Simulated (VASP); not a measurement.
VASP input:

File POSCAR:
```
NaHgF3
1
    4.1270380000     0.0000000000     0.0000000000
    0.0000000000     4.1270380000     0.0000000000
    0.0000000000     0.0000000000     4.1270380000
Na Hg F
1 1 3
Direct
  0.0000000000   0.0000000000   0.0000000000
  0.5000000000   0.5000000000   0.5000000000
  0.0000000000   0.5000000000   0.5000000000
  0.5000000000   0.5000000000   0.0000000000
  0.5000000000   0.0000000000   0.5000000000
```

**KPOINTS**
```
Automatic mesh
0
Gamma
4 4 4
0 0 0
```

INCAR:
```
SYSTEM = NaHgF3
PREC = Accurate
ENCUT = 520
EDIFF = 1E-6
NELM = 100
ALGO = Normal
LREAL = .FALSE.
LASPH = .TRUE.
ISMEAR = 0
SIGMA = 0.05
GGA = PE
LMAXMIX = 6
LWAVE = .FALSE.
LCHARG = .FALSE.
ISIF = 2
ICHARG = 11
```

POTCAR, in this order: Na_pv Hg F (PBE.64 set). Program: vasp_std.

Output of the run:

### standard output
```
 POSCAR found type information on POSCAR NaHgF
 POSCAR found :  3 types and       5 ions
 Reading from existing POTCAR
 Reading from existing POTCAR
 LDA part: xc-table for (Slater+PW92), standard interpolation
 WARNING: stress and forces are not correct
 POSCAR, INCAR and KPOINTS ok, starting setup
 WAVECAR not read
 WARNING: CHGCAR is incomplete

 -----------------------------------------------------------------------------
|                                                                             |
|     EEEEEEE  RRRRRR   RRRRRR   OOOOOOO  RRRRRR      ###     ###     ###     |
|     E        R     R  R     R  O     O  R     R     ###     ###     ###     |
|     E        R     R  R     R  O     O  R     R     ###     ###     ###     |
|     EEEEE    RRRRRR   RRRRRR   O     O  RRRRRR       #       #       #      |
|     E        R   R    R   R    O     O  R   R                               |
|     E        R    R   R    R   O     O  R    R      ###     ###     ###     |
|     EEEEEEE  R     R  R     R  OOOOOOO  R     R     ###     ###     ###     |
|                                                                             |
|     ICHARG>10                                                               |
|                                                                             |
|       ---->  I REFUSE TO CONTINUE WITH THIS SICK JOB ... BYE!!! <----       |
|                                                                             |
 -----------------------------------------------------------------------------
```

### Question
Read input and log: which fault does this run have?
A. Methfessel-Paxton smearing was used on a material with a gap
B. ICHARG = 11 asks for a fixed density, but there is no CHGCAR
C. POTIM is too large for the ionic optimiser
D. EDIFF is too loose for the force threshold

### Answer
B, ICHARG = 11 asks for a fixed density, but there is no CHGCAR. VASP stops with an error: ERROR: charge density could not be read from file CHGCAR for ICHARG>10 ----> I REFUSE TO CONTINUE WITH THIS SICK JOB ... BYE!!! <----

To mend it, run self-consistently first and keep its CHGCAR, or remove ICHARG. The plain static run on this cell (PBE GGA, plane waves, VASP's PBE PAW potentials (set 64)) converges, and its OSZICAR ends with
```
   1 F= -.13654757E+02 E0= -.13653763E+02  d E =-.198837E-02
```

The structure was generated: NaHgF3 was put into the cubic-perovskite type (Pm-3m), which need not be its known phase. The cell was not relaxed at this level.
